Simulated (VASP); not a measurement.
All values below come from PBEsol GGA, VASP's PBE PAW potentials (set 64) (plane waves; VASP).

A VASP calculation is set up with these files.

**POSCAR**
```
GeRh
1
    3.0360861564    -0.0000000000     0.0000000000
   -1.5180430782     2.6293278820     0.0000000000
    0.0000000000     0.0000000000     3.6391070869
Rh Ge
1 1
Direct
  0.0000000000   0.0000000000   0.0000000000
  0.6666670000   0.3333330000   0.5000000000
```

KPOINTS:
```
Automatic mesh
0
G
 12 12 9
```

### INCAR
```
ALGO = Normal
EDIFF = 1E-6
EDIFFG = -0.01
ENCUT = 400
GGA = PS
IBRION = 2
ISIF = 3
ISMEAR = 1
LASPH = .True.
LCHARG = .False.
LMAXMIX = 4
LREAL = .False.
LWAVE = .False.
NELM = 100
NSW = 60
PREC = Accurate
SIGMA = 0.1
SYSTEM = GeRh
```

POTCAR, in this order: Rh_pv Ge_d (PBE.64 set). Program: vasp_std.

The resulting files:

OSZICAR:
```
       N       E                     dE             d eps       ncg     rms          rms(c)
DAV:   1     0.204325361111E+03    0.20433E+03   -0.14137E+04  4018   0.349E+03
DAV:   2     0.419938808499E+00   -0.20391E+03   -0.19957E+03  3554   0.555E+02
DAV:   3    -0.139922570306E+02   -0.14412E+02   -0.14113E+02  3694   0.122E+02
DAV:   4    -0.143433660307E+02   -0.35111E+00   -0.34841E+00  3838   0.194E+01
DAV:   5    -0.143507515329E+02   -0.73855E-02   -0.73849E-02  3758   0.305E+00    0.107E+01
DAV:   6    -0.140466808340E+02    0.30407E+00   -0.29676E+00  3576   0.136E+01    0.378E+00
DAV:   7    -0.139576233467E+02    0.89057E-01   -0.61616E-01  3844   0.768E+00    0.307E+00
DAV:   8    -0.139337593819E+02    0.23864E-01   -0.84005E-02  3862   0.283E+00    0.283E-01
DAV:   9    -0.139330449669E+02    0.71442E-03   -0.41030E-03  3966   0.103E+00    0.127E-01
DAV:  10    -0.139329821539E+02    0.62813E-04   -0.48112E-04  4428   0.331E-01    0.362E-02
DAV:  11    -0.139329804562E+02    0.16977E-05   -0.43436E-05  4272   0.889E-02    0.115E-02
DAV:  12    -0.139329809127E+02   -0.45646E-06   -0.15016E-06  2108   0.135E-02
   1 F= -.13932981E+02 E0= -.13933181E+02  d E =-.139330E+02
       N       E                     dE             d eps       ncg     rms          rms(c)
DAV:   1    -0.139479222278E+02   -0.14942E-01   -0.42493E-01  3546   0.661E+00    0.726E-01
DAV:   2    -0.139382316989E+02    0.96905E-02   -0.15613E-02  3640   0.133E+00    0.395E-01
DAV:   3    -0.139349118507E+02    0.33198E-02   -0.66086E-03  3964   0.762E-01    0.156E-01
DAV:   4    -0.139344363100E+02    0.47554E-03   -0.18728E-03  4500   0.385E-01    0.492E-02
DAV:   5    -0.139344170483E+02    0.19262E-04   -0.10136E-04  4032   0.133E-01    0.130E-02
DAV:   6    -0.139344151044E+02    0.19439E-05   -0.69116E-06  4242   0.352E-02    0.518E-03
DAV:   7    -0.139344148623E+02    0.24211E-06   -0.68687E-07  1820   0.124E-02
   2 F= -.13934415E+02 E0= -.13934619E+02  d E =-.143395E-02
       N       E                     dE             d eps       ncg     rms          rms(c)
DAV:   1    -0.139365083870E+02   -0.20933E-02   -0.60521E-02  3546   0.250E+00    0.275E-01
DAV:   2    -0.139351239785E+02    0.13844E-02   -0.22584E-03  3642   0.519E-01    0.149E-01
DAV:   3    -0.139346493511E+02    0.47463E-03   -0.94171E-04  3992   0.295E-01    0.591E-02
DAV:   4    -0.139345784540E+02    0.70897E-04   -0.26855E-04  4540   0.147E-01    0.185E-02
DAV:   5    -0.139345757195E+02    0.27344E-05   -0.14647E-05  4054   0.513E-02    0.497E-03
DAV:   6    -0.139345752940E+02    0.42551E-06   -0.74834E-07  1920   0.129E-02
   3 F= -.13934575E+02 E0= -.13934773E+02  d E =-.159438E-02
       N       E                     dE             d eps       ncg     rms          rms(c)
DAV:   1    -0.139346828926E+02   -0.10717E-03   -0.32068E-03  3542   0.575E-01    0.632E-02
DAV:   2    -0.139346106952E+02    0.72197E-04   -0.12074E-04  3646   0.122E-01    0.342E-02
DAV:   3    -0.139345852964E+02    0.25399E-04   -0.49958E-05  4070   0.686E-02    0.138E-02
DAV:   4    -0.139345809275E+02    0.43689E-05   -0.14502E-05  4414   0.344E-02    0.427E-03
DAV:   5    -0.139345808039E+02    0.12366E-06   -0.66409E-07  1814   0.120E-02
   4 F= -.13934581E+02 E0= -.13934775E+02  d E =-.159989E-02
       N       E                     dE             d eps       ncg     rms          rms(c)
DAV:   1    -0.139662923236E+02   -0.31711E-01   -0.51230E-01  3868   0.105E+01    0.138E+00
DAV:   2    -0.139424095780E+02    0.23883E-01   -0.25646E-01  3516   0.434E+00    0.561E-01
DAV:   3    -0.139355612032E+02    0.68484E-02   -0.33748E-02  3954   0.188E+00    0.225E-01
DAV:   4    -0.139342875552E+02    0.12736E-02   -0.37089E-03  4134   0.841E-01    0.731E-02
DAV:   5    -0.139342214832E+02    0.66072E-04   -0.33527E-04  4316   0.313E-01    0.401E-02
DAV:   6    -0.139342114832E+02    0.10000E-04   -0.62916E-05  4216   0.729E-02    0.988E-03
DAV:   7    -0.139342104864E+02    0.99679E-06   -0.60132E-06  2918   0.192E-02
   5 F= -.13934210E+02 E0= -.13934394E+02  d E =0.370317E-03
       N       E                     dE             d eps       ncg     rms          rms(c)
DAV:   1    -0.139497677695E+02   -0.15556E-01   -0.24220E-01  3868   0.733E+00    0.919E-01
DAV:   2    -0.139385786436E+02    0.11189E-01   -0.12222E-01  3516   0.298E+00    0.383E-01
DAV:   3    -0.139352974489E+02    0.32812E-02   -0.16282E-02  3938   0.129E+00    0.158E-01
DAV:   4    -0.139347124769E+02    0.58497E-03   -0.17050E-03  4148   0.569E-01    0.482E-02
DAV:   5    -0.139346791799E+02    0.33297E-04   -0.12136E-04  4306   0.188E-01    0.276E-02
DAV:   6    -0.139346728726E+02    0.63073E-05   -0.21669E-05  3852   0.524E-02    0.587E-03
DAV:   7    -0.139346724710E+02    0.40166E-06   -0.17471E-06  2042   0.127E-02
   6 F= -.13934672E+02 E0= -.13934864E+02  d E =-.916671E-04
```

### OUTCAR
```
------------------------ aborting loop because EDIFF is reached ----------------------------------------
  FORCE on cell =-STRESS in cart. coord.  units (eV):
  Direction    XX          YY          ZZ          XY          YZ          ZX
  --------------------------------------------------------------------------------------
  Total        0.0005271      0.0005271     -0.0136091      0.0000000     -0.0000000     -0.0000000
  in kB        0.0291891      0.0291891     -0.7535937      0.0000000     -0.0000000     -0.0000000
  external PRESSURE =      -0.2317385 kB  Pullay stress =       0.0000000 kB
  volume of cell :       28.93
      direct lattice vectors                 reciprocal lattice vectors
     3.018481805 -0.000000000 -0.000000000     0.331292373  0.191271730  0.000000000
    -1.509240902  2.614082064 -0.000000000     0.000000000  0.382543461  0.000000000
    -0.000000000 -0.000000000  3.666871336     0.000000000  0.000000000  0.272712050
 POSITION                                       TOTAL-FORCE (eV/Angst)
 -----------------------------------------------------------------------------------
     -1.50924      2.61408     -0.00000        -0.000000      0.000000      0.000000
      1.50924      0.87136      1.83344         0.000000     -0.000000      0.000000
 -----------------------------------------------------------------------------------
    total drift:                               -0.000650      0.000376      0.000000
  FREE ENERGIE OF THE ION-ELECTRON SYSTEM (eV)
  ---------------------------------------------------
  free  energy   TOTEN  =       -13.9346724710 eV

  energy  without entropy=      -13.9352466585  energy(sigma->0) =      -13.93486387

 reached required accuracy - stopping structural energy minimisation
```
(Selected blocks of OUTCAR.)

### CONTCAR
```
GeRh
   1.00000000000000
     3.0184818048045576   -0.0000000000000000   -0.0000000000000000
    -1.5092409024022788    2.6140820638260651   -0.0000000000000000
    -0.0000000000000000   -0.0000000000000000    3.6668713362052916
  Rh              Ge
     1     1
Direct
     0.0000000000000000    1.0000000000000000    0.0000000000000000
     0.6666669999999968    0.3333330000000032    0.5000000000000000
```

The structure was generated: GeRh was put into the WC type (P-6m2), which need not be its known phase. This run relaxes it. Symmetry was kept, so distortions that lower it aren't found. The start is the result of an earlier pass. The electron count is odd and the run is not spin-polarised, which forces a metal.
